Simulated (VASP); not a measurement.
The system is Ti3S2.

```
Ti S
1.0
     2.71311    1.56642    3.23762
    -2.71311    1.56642    3.23762
     0.00000   -3.13283    3.23762
Ti S
3 2
Direct
  0.00000 0.33565 0.66434
  0.66434 0.00000 0.33565
  0.33565 0.66434 0.00000
  0.16784 0.16784 0.16784
  0.83216 0.83216 0.83216
```

The cell comes from a database or a generator and needn't be the stable form of this composition.

- Program: VASP 6.6.1
- Task: single point
- Functional: PBE
- Potentials or basis: VASP PAW PBE potentials, release 64 (Ti_sv, S)
- Cutoff: 520 eV
- k mesh: 6 × 6 × 6
- Occupations: fermi-dirac, width 0.05 eV
- Spin: no spin polarisation

On this cell: pressure 0.4 GPa; largest force 0.036 eV/Å; band gap on the k mesh none (metal or under the smearing width).

The same run follows on a disturbed copy (atoms moved at random, drawn with an rms of 0.05 Å):

```
CELL_PARAMETERS angstrom
2.71311 1.56642 3.23762
-2.71311 1.56642 3.23762
0.00000 -3.13283 3.23762
ATOMIC_POSITIONS crystal
Ti 0.00504 0.33886 0.65433
Ti 0.66145 0.00702 0.33455
Ti 0.33258 0.65915 0.99989
S 0.14899 0.19212 0.16459
S 0.83772 0.83799 0.82778
```

Question: What changes?

Answer: The energy (extrapolated to zero smearing) moves by +23.3 meV/atom; pressure 0.8 GPa; largest force 1.354 eV/Å; band gap on the k mesh none (metal or under the smearing width).

Forces in eV/Å, atoms in the order of the input:
```
Ti  -0.436 -0.331  0.304
Ti  -0.156 -0.019 -0.402
Ti  -0.348  0.745  0.969
S    1.264 -0.073 -0.482
S   -0.323 -0.322 -0.389
```

Stress tensor (GPa, compression positive):
```
-0.92 -1.44 -0.21
-1.44  2.12  0.01
-0.21  0.01  1.07
```
